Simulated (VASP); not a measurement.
```yaml
crystal:
  lattice:
    - [0.00000, 2.80700, 2.80700]
    - [2.80700, 0.00000, 2.80700]
    - [2.80700, 2.80700, 0.00000]
  atoms:
    - { symbol: Ba, position: [0.00000, 0.00000, 0.00000] }
    - { symbol: O, position: [0.50000, 0.50000, 0.50000] }
```

Calculation: PBE GGA, VASP's PBE PAW potentials (set 64) (plane waves; VASP). Numerical set-up: 520 eV cut-off, 7×7×7 Γ-centred mesh, Gaussian smearing of 0.050 eV, potentials Ba_sv O.

Task: Estimate the energy per atom (σ→0).

Result: 
```json
{
 "energy per atom (σ→0)": "-5905 meV/atom"
}
```

The compound is BaO in the rock salt structure. It was relaxed first. The start is the result of an earlier pass.
